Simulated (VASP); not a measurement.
The system is Ga4As3P.

```xyz
8
Lattice="-2.8378 2.8378 0.0000 -2.8378 -5.6755 2.8378 2.8378 2.8378 5.6755" Properties=species:S:1:pos:R:3 pbc="T T T"
Ga    0.0000    0.0000    0.0000
Ga   -2.8378    0.0000    2.8378
Ga    0.0000    2.8378    2.8378
Ga    0.0000    0.0000    5.6755
As   -1.4189    1.4189    1.4189
As   -1.4189   -1.4189    4.2567
As    1.4189    1.4189    4.2567
P    -1.4189    1.4189    7.0944
```

The cell comes from a database or a generator and needn't be the stable form of this composition.

| Quantity | Value |
| --- | --- |
| Program | VASP 6.6.1 |
| Task | relaxation of cell and atoms |
| Functional | r2SCAN |
| Potentials or basis | VASP PAW PBE potentials, release 64 (Ga_d, As, P) |
| Cutoff | 600 eV |
| k mesh | 7 × 7 × 4 |
| Occupations | gaussian, width 0.02 eV |
| Spin | no spin polarisation |

At the start: pressure -2.3 GPa; volume 22.85 Å³/atom.

Q: How do energy, volume and symmetry change on relaxing?

A: Over 17 steps the energy falls by 12.8 meV/atom and the volume is 22.09 Å³/atom (-3.3 %); space group Cm (No. 8, to 0.05 Å).

The path:
```csv
step,energy change (eV),largest force (eV/Å),pressure (GPa),volume (Å³)
1,0.0000,0.6557,-2.26,182.82
2,-0.0765,0.3420,1.11,174.41
3,-0.0782,0.3863,0.64,175.45
4,-0.0974,0.1288,0.26,176.23
5,-0.0999,0.1326,0.06,176.66
6,-0.0999,0.1318,0.07,176.63
7,-0.1013,0.0477,-0.06,176.94
8,-0.1014,0.0397,-0.15,177.14
9,-0.1015,0.0368,-0.13,177.08
10,-0.1018,0.0261,0.06,176.64
11,-0.1018,0.0273,0.05,176.68
12,-0.1019,0.0200,0.03,176.71
13,-0.1020,0.0218,0.01,176.75
14,-0.1020,0.0078,-0.02,176.82
15,-0.1020,0.0079,-0.03,176.83
16,-0.1020,0.0055,0.03,176.72
17,-0.1020,0.0049,0.02,176.74
```

Final structure:
```
CELL_PARAMETERS angstrom
-2.80615 2.80615 0.00000
-2.80542 -5.61158 2.80492
2.80645 2.80645 5.61221
ATOMIC_POSITIONS crystal
Ga 0.99499 0.98998 0.99880
Ga 0.75121 0.50242 0.24298
Ga 0.50133 0.00265 0.49994
Ga 0.25246 0.50491 0.75811
As 0.56180 0.12360 0.18465
As 0.31263 0.62526 0.43778
As 0.06336 0.12672 0.69048
P 0.81223 0.62446 0.93726
```

Caveat: the PAW data sets were made with another functional, which shifts forces and pressure a little.
